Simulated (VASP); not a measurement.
Here is the system:

```yaml
crystal:
  lattice:
    - [2.76105, 0.00000, 0.00000]
    - [-1.38052, 2.39114, 0.00000]
    - [0.00000, 0.00000, 3.88009]
  atoms:
    - { symbol: V, position: [0.00000, 0.00000, 0.00000] }
    - { symbol: Si, position: [0.66667, 0.33333, 0.50000] }
```

These are PBEsol GGA, VASP's PBE PAW potentials (set 64) (plane waves; VASP) values and carry that method's errors. Settings: 400 eV cut-off, 17×17×11 Γ-centred mesh, tetrahedra with Blöchl corrections, potentials V_sv Si.

Task: What does the run give for the energy per atom (σ→0), band gap (on the k-mesh) with the smallest direct gap where there is one?

Result: 
| Property | Result |
|---|---|
| band gap (on the k-mesh) | none (metal, semimetal or under 0.01 eV) |
| energy per atom (σ→0) | -8.106 eV/atom |

The structure was generated: VSi was put into the WC type (P-6m2), which need not be its known phase. It was relaxed first, which changed the volume by -15 %. The run is not spin-polarised, so no magnetic state was tried. The electron count is odd and the run is not spin-polarised, which forces a metal.
